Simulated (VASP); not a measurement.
Crystal: Si2Sb2Te.

```
Si Sb Te
1.0
     3.95000    0.00000    0.00000
    -1.97500    3.42080    0.00000
     0.00000    0.00000    9.05000
Si Sb Te
2 2 1
Direct
  0.00000 0.00000 0.37000
  0.00000 0.00000 0.63000
  0.33333 0.66667 0.23200
  0.66667 0.33333 0.76800
  0.00000 0.00000 0.00000
```

The cell was built by a generator and needn't be a form met in nature.

* Program: VASP 6.6.1
* Task: relaxation of cell and atoms
* Functional: PBE
* Potentials or basis: VASP PAW PBE potentials, release 64 (Si, Sb, Te)
* Cutoff: 520 eV
* k mesh: 4 × 4 × 2
* Occupations: gaussian, width 0.15 eV
* Spin: no spin polarisation

At the start: pressure 10.3 GPa; volume 24.46 Å³/atom.

Q: Where does the relaxation end?

A: Over 14 steps the energy falls by 151.3 meV/atom and the volume is 28.34 Å³/atom (+15.9 %); space group P-3m1 (No. 164, to 0.05 Å).

The path:
```csv
step,energy change (eV),largest force (eV/Å),pressure (GPa),volume (Å³)
1,0.0000,1.5361,10.26,122.29
2,-0.4980,0.6593,-3.54,152.16
3,-0.6216,0.5792,-0.37,141.60
4,-0.6599,0.4888,-0.12,141.15
5,-0.6768,0.5243,0.44,140.42
6,-0.6783,0.3766,0.32,140.59
7,-0.7048,0.2211,0.12,141.25
8,-0.7207,0.1566,-0.05,142.19
9,-0.7210,0.2025,-0.04,142.33
10,-0.7283,0.1348,-0.12,142.38
11,-0.7427,0.1193,-0.16,142.49
12,-0.7447,0.2583,-0.15,142.52
13,-0.7492,0.1761,-0.10,142.32
14,-0.7565,0.0717,0.18,141.69
```

Final structure:
```yaml
crystal:
  lattice:
    - [4.03444, 0.00000, 0.00000]
    - [-2.01722, 3.49392, 0.00000]
    - [0.00000, 0.00000, 10.05175]
  atoms:
    - { symbol: Si, position: [0.00000, 0.00000, 0.38526] }
    - { symbol: Si, position: [0.00000, 0.00000, 0.61474] }
    - { symbol: Sb, position: [0.33333, 0.66667, 0.25827] }
    - { symbol: Sb, position: [0.66667, 0.33333, 0.74173] }
    - { symbol: Te, position: [0.00000, 0.00000, 0.00000] }
```

Caveat: the k mesh is coarse (spacing up to 0.46 Å⁻¹), so the values aren't converged; the volume moved by over 15 % at a fixed basis, so the end points are rough.
